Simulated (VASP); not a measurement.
An input for Ansatz (written as the equivalent of a VASP run, and not itself run):

Ansatz 0.2 input:
```yaml
crystal:
  lattice:
    - [3.1446226, 0.0000000, 0.0000000]
    - [0.0000000, 3.1446226, 0.0000000]
    - [0.0000000, 0.0000000, 3.1446226]
  atoms:
    - { symbol: Zn, position: [0.5000000, 0.5000000, 0.5000000] }
    - { symbol: Au, position: [0.0000000, 0.0000000, 0.0000000] }
kpoints:
  mp_grid: { grid: [12, 12, 12] }
hamiltonian:
  xc: pbe
  dispersion: d4
  pseudopotentials: { kind: paw }
scf:
  occupations: { method: methfessel_paxton, width: 0.1 }
  max_iter: 100
output: { forces: true, stress: true, eigenvalues: true }
```

Problem. Write the VASP files for the same calculation (PBE-D4).

Solution. One answer among several that fit: 
**INCAR**
```
! general
SYSTEM  = AuZn
PREC    = Accurate
ENCUT   = 520
LREAL   = .FALSE.
LASPH   = .TRUE.

! electronic loop
EDIFF   = 1E-7
NELM    = 100
ALGO    = Normal
LMAXMIX = 6

! smearing
ISMEAR  = 1
SIGMA   = 0.1

! functional
GGA     = PE
IVDW    = 13

! ions
ISIF    = 2

! output
LWAVE   = .FALSE.
LCHARG  = .FALSE.
```

File KPOINTS:
```
Automatic mesh
0
Gamma
12 12 12
0 0 0
```

### POSCAR
```
AuZn
1
    3.1446226248     0.0000000000     0.0000000000
    0.0000000000     3.1446226248     0.0000000000
    0.0000000000     0.0000000000     3.1446226248
Zn Au
1 1
Direct
  0.5000000000   0.5000000000   0.5000000000
  0.0000000000   0.0000000000   0.0000000000
```

POTCAR, in this order: Zn Au (PBE.64 set). Program: vasp_std.

What does not carry over: each code has its own PAW files, so the cut-off isn't converted (ENCUT is set for VASP's; basis.ecutwfc is left out, and Ansatz then takes the one that its files recommend); Ansatz stops its SCF on the density residual and VASP on the energy change (EDIFF).

The compound is AuZn in the CsCl type structure. It was relaxed first.
